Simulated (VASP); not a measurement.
Input for VASP

File POSCAR:
```
KBr
1
    0.0000000000     3.3660000000     3.3660000000
    3.3660000000     0.0000000000     3.3660000000
    3.3660000000     3.3660000000     0.0000000000
K Br
1 1
Direct
  0.0000000000   0.0000000000   0.0000000000
  0.5000000000   0.5000000000   0.5000000000
```

INCAR:
```
SYSTEM = KBr
PREC = Accurate
ENCUT = 400
EDIFF = 1E-6
NELM = 100
ALGO = Normal
LREAL = .FALSE.
LASPH = .TRUE.
ISMEAR = 0
SIGMA = 0.05
GGA = PE
LMAXMIX = 4
LWAVE = .FALSE.
LCHARG = .FALSE.
ISIF = 2
ISPIN = 2
MAGMOM = 1.0 1.0 1.0
```

**KPOINTS**
```
Automatic mesh
0
Gamma
5 5 5
0 0 0
```

POTCAR, in this order: K_sv Br (PBE.64 set). Program: vasp_std.

Problem. One choice in this input is risky. Which, and does it do harm here?

Solution. The risk: MAGMOM holds more values than there are atoms. Here it does no harm: the run (PBE GGA, plane waves, VASP's PBE PAW potentials (set 64)) converges to the same energy and pressure as with the safe setting.
### OSZICAR
```
       N       E                     dE             d eps       ncg     rms          rms(c)
DAV:   1     0.872185079871E+02    0.87219E+02   -0.59937E+03   520   0.872E+02
DAV:   2    -0.582219112001E+00   -0.87801E+02   -0.82685E+02   685   0.224E+02
DAV:   3    -0.581877374440E+01   -0.52366E+01   -0.52154E+01   685   0.505E+01
DAV:   4    -0.600403498245E+01   -0.18526E+00   -0.18516E+00   876   0.873E+00
DAV:   5    -0.600522690471E+01   -0.11919E-02   -0.11919E-02   690   0.807E-01    0.590E+00
DAV:   6    -0.619159892467E+01   -0.18637E+00   -0.45738E-01   625   0.435E+00    0.258E+00
DAV:   7    -0.620537249210E+01   -0.13774E-01   -0.12428E-01   560   0.246E+00    0.167E+00
DAV:   8    -0.621523332251E+01   -0.98608E-02   -0.27687E-02   722   0.112E+00    0.962E-01
DAV:   9    -0.622008655922E+01   -0.48532E-02   -0.55731E-03   733   0.509E-01    0.299E-01
DAV:  10    -0.622245151211E+01   -0.23650E-02   -0.21386E-03   585   0.373E-01    0.947E-02
DAV:  11    -0.622281445191E+01   -0.36294E-03   -0.20375E-04   680   0.126E-01    0.609E-02
DAV:  12    -0.622297080356E+01   -0.15635E-03   -0.89051E-05   575   0.662E-02    0.326E-02
DAV:  13    -0.622301875564E+01   -0.47952E-04   -0.49539E-05   605   0.452E-02    0.372E-03
DAV:  14    -0.622302024705E+01   -0.14914E-05   -0.16671E-06   651   0.112E-02    0.178E-03
DAV:  15    -0.622302134151E+01   -0.10945E-05   -0.12946E-06   564   0.820E-03    0.107E-03
DAV:  16    -0.622302140159E+01   -0.60083E-07   -0.94813E-08   425   0.278E-03
   1 F= -.62230214E+01 E0= -.62230214E+01  d E =-.918357E-16  mag=     0.0000
```

The compound is KBr in the rock salt structure. The cell was not relaxed at this level.
